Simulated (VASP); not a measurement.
Consider the following.

```
In3Pt
1.0
    4.30971     0.00000     0.00000
    0.00000     4.30971     0.00000
    0.00000     0.00000     4.30971
In Pt
3 1
Cartesian
  0.00000   2.15485   2.15485
  2.15485   2.15485   0.00000
  2.15485   0.00000   2.15485
  0.00000   0.00000   0.00000
```

Computed with PBE GGA, VASP's PBE PAW potentials (set 64) (plane waves; VASP). Numerical set-up: 300 eV cut-off, 7×7×7 Γ-centred mesh, Gaussian smearing of 0.10 eV, potentials In_d Pt.

**Question.** Give the energies of bands 16 to 28 at the high-symmetry points, in eV from the Fermi level.

**Answer.** 
```tsv
band	Γ	X	M	R
16	-10.89	-8.81	-7.45	-5.53
17	-4.01	-8.35	-6.16	-5.53
18	-4.01	-3.64	-6.16	-5.53
19	-2.58	-3.64	-5.60	-4.63
20	-2.58	-3.60	-3.33	-3.37
21	-2.58	-2.60	-3.33	-3.37
22	-2.23	-2.56	-2.47	-3.37
23	-2.23	-0.39	-2.31	-2.33
24	-2.23	1.22	-1.76	-2.33
25	0.60	1.22	2.30	-1.60
26	0.94	1.43	2.95	-0.56
27	0.94	1.43	3.38	-0.56
28	5.11	1.58	3.38	-0.56
```

It has no gap at this level: it comes out as a metal or semimetal.

The structure was generated: In3Pt was put into an ordered model structure, which need not be its known phase. The cell was not relaxed at this level. The electron count is odd and the run is not spin-polarised, which forces a metal.
